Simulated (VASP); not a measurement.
An input for Ansatz (written as the equivalent of a VASP run, and not itself run):

Ansatz 0.2 input:
```yaml
crystal:
  lattice:
    - [2.3950000, -3.6350000, 0.0000000]
    - [2.3950000, 3.6350000, 0.0000000]
    - [0.0000000, 0.0000000, 9.7900000]
  atoms:
    - { symbol: I, position: [0.8427600, 0.8386630, 0.8850020] }
    - { symbol: I, position: [0.6633590, 0.6602970, 0.3820250] }
    - { symbol: I, position: [0.3442770, 0.3501650, 0.6162250] }
    - { symbol: I, position: [0.1496040, 0.1508750, 0.1167470] }
kpoints:
  mp_grid: { grid: [6, 6, 6] }
hamiltonian:
  xc: pbe
  pseudopotentials: { kind: paw }
scf:
  occupations: { method: methfessel_paxton, width: 0.272 }
  max_iter: 100
output: { forces: true, stress: true, eigenvalues: true }
```

**Question.** Translate this input to VASP (INCAR, KPOINTS, POSCAR, choice of POTCAR).

**Answer.** This is not unique; one that fits is 
File KPOINTS:
```
kpoints
0
G
 6 6 6
```

**INCAR**
```
ALGO=Normal
EDIFF=1E-6
ENCUT=240
GGA=PE
ISIF=2
ISMEAR=1
LASPH=T
LCHARG=F
LMAXMIX=4
LREAL=F
LWAVE=F
NELM=100
PREC=Accurate
SIGMA=0.272
SYSTEM=I
```

File POSCAR:
```
I
1
    2.3950000000    -3.6350000000     0.0000000000
    2.3950000000     3.6350000000     0.0000000000
    0.0000000000     0.0000000000     9.7900000000
I
4
Direct
  0.8427600000   0.8386630000   0.8850020000
  0.6633590000   0.6602970000   0.3820250000
  0.3442770000   0.3501650000   0.6162250000
  0.1496040000   0.1508750000   0.1167470000
```

POTCAR, in this order: I (PBE.64 set). Program: vasp_std.

The two are equivalent in intent, not identical: each code has its own PAW files, so the cut-off isn't converted (ENCUT is set for VASP's; basis.ecutwfc is left out, and Ansatz then takes the one that its files recommend); Ansatz stops its SCF on the density residual and VASP on the energy change (EDIFF).

The structure is a typed I crystal. The cell was not relaxed at this level, atoms are displaced from their ideal sites. The run is one of a series of settings (ENCUT = 240, ISMEAR = 1, SIGMA = 0.272, KPOINTS 6×6×6 Γ-centred mesh against the base run), some of them coarse on purpose.
